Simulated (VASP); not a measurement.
Level of theory: PBE GGA, VASP's PBE PAW potentials (set 64) (plane waves; VASP).

VASP ran on this input.

File POSCAR:
```
Zn
1
    1.3356537047    -2.3134205093     0.0000000000
    1.3356537047     2.3134205093     0.0000000000
    0.0000000000    -0.0000000000     4.8533396134
Zn
2
Direct
  0.3333330000   0.6666670000   0.2500000000
  0.6666670000   0.3333330000   0.7500000000
```

**INCAR**
```
ALGO  =  Normal
EDIFF  =  1E-7
ENCUT  =  400
GGA  =  PE
ISIF  =  2
ISMEAR  =  -5
LASPH  =  .True.
LCHARG  =  .True.
LMAXMIX  =  4
LORBIT  =  11
LREAL  =  .False.
LWAVE  =  .False.
NEDOS  =  601
NELM  =  100
PREC  =  Accurate
SYSTEM  =  Zn
```

KPOINTS:
```
Automatic mesh
0
Gamma
17 17 9
0 0 0
```

POTCAR, in this order: Zn (PBE.64 set). Program: vasp_std.

What VASP printed:

File OUTCAR:
```
 ion  position               nearest neighbor table
   1  0.333  0.667  0.250-   2 2.88   2 2.88   2 2.88   2 2.88   2 2.88   2 2.88
   2  0.667  0.333  0.750-   1 2.88   1 2.88   1 2.88   1 2.88   1 2.88   1 2.88
  LATTYP: Found a hexagonal cell.
 ALAT       =     2.6713077830
 C/A-ratio  =     1.8168402923
 Subroutine PRICEL returns:
 Original cell was already a primitive cell.
 Subroutine GETGRP returns: Found 24 space group operations
The static configuration has the point symmetry D_3d.
 The point group associated with its full space group is D_6h.
The dynamic configuration has the point symmetry D_3d.
 Subroutine INISYM returns: Found 24 space group operations
 Subroutine IBZKPT returns following result:
 Found    165 irreducible k-points:

 Following reciprocal coordinates:
            Coordinates               Weight
  0.000000  0.000000  0.000000      1.000000
  0.058824 -0.000000  0.000000      6.000000
  0.117647  0.000000  0.000000      6.000000
  0.176471 -0.000000  0.000000      6.000000
  0.235294  0.000000  0.000000      6.000000
  0.294118  0.000000  0.000000      6.000000
  0.352941  0.000000  0.000000      6.000000
...
```

**OSZICAR**
```
       N       E                     dE             d eps       ncg     rms          rms(c)
DAV:   1     0.849624235326E+02    0.84962E+02   -0.11015E+04  5376   0.201E+03
DAV:   2    -0.212635418466E+00   -0.85175E+02   -0.84243E+02  5400   0.275E+02
DAV:   3    -0.241854927870E+01   -0.22059E+01   -0.22027E+01  6656   0.553E+01
DAV:   4    -0.242414859539E+01   -0.55993E-02   -0.56009E-02  6200   0.283E+00
DAV:   5    -0.242415731692E+01   -0.87215E-05   -0.87281E-05  6528   0.914E-02    0.411E+00
DAV:   6    -0.222337672361E+01    0.20078E+00   -0.98664E-01  5480   0.221E+01    0.308E+00
DAV:   7    -0.221386843037E+01    0.95083E-02   -0.29687E-02  6704   0.321E+00    0.158E+00
DAV:   8    -0.220928718548E+01    0.45812E-02   -0.17005E-03  7064   0.706E-01    0.464E-02
DAV:   9    -0.220929554446E+01   -0.83590E-05   -0.26041E-04  7440   0.244E-01    0.337E-02
DAV:  10    -0.220929586499E+01   -0.32053E-06   -0.25531E-05  5808   0.717E-02    0.281E-03
DAV:  11    -0.220929549657E+01    0.36843E-06   -0.13627E-07  5608   0.434E-03    0.170E-03
DAV:  12    -0.220929497535E+01    0.52122E-06   -0.27473E-08  3384   0.346E-03    0.103E-04
DAV:  13    -0.220929495227E+01    0.23080E-07   -0.73643E-09  3192   0.854E-04
   1 F= -.22092950E+01 E0= -.22092950E+01  d E =0.000000E+00
```

**OUTCAR**
```
------------------------ aborting loop because EDIFF is reached ----------------------------------------
  FORCE on cell =-STRESS in cart. coord.  units (eV):
  Direction    XX          YY          ZZ          XY          YZ          ZX
  --------------------------------------------------------------------------------------
  Total        0.0022380      0.0022380      0.0152785      0.0000000      0.0000000      0.0000000
  in kB        0.1195526      0.1195527      0.8161534      0.0000000      0.0000000      0.0000000
  external PRESSURE =       0.3517529 kB  Pullay stress =       0.0000000 kB
  volume of cell :       29.99
      direct lattice vectors                 reciprocal lattice vectors
     1.335653705 -2.313420509  0.000000000     0.374348529 -0.216130184  0.000000000
     1.335653705  2.313420509  0.000000000     0.374348529  0.216130184  0.000000000
     0.000000000  0.000000000  4.853339613     0.000000000  0.000000000  0.206043689
 POSITION                                       TOTAL-FORCE (eV/Angst)
 -----------------------------------------------------------------------------------
      1.33565      0.77114      1.21333        -0.000000     -0.000000      0.000000
      1.33565     -0.77114      3.64000         0.000000      0.000000      0.000000
 -----------------------------------------------------------------------------------
    total drift:                                0.000000      0.000073      0.000004
  FREE ENERGIE OF THE ION-ELECTRON SYSTEM (eV)
  ---------------------------------------------------
  free  energy   TOTEN  =        -2.2092949523 eV

  energy  without entropy=       -2.2092949523  energy(sigma->0) =       -2.20929495

 total charge

# of ion       s       p       d       tot
------------------------------------------
    1        0.592   0.452   9.721  10.766
    2        0.592   0.452   9.721  10.766
--------------------------------------------------
tot          1.184   0.905  19.442  21.531
```
(Selected blocks of OUTCAR.)

For a metal the tetrahedron method with Blöchl corrections gives inexact stress and forces.

The compound is Zn in the hcp structure. It was relaxed first.
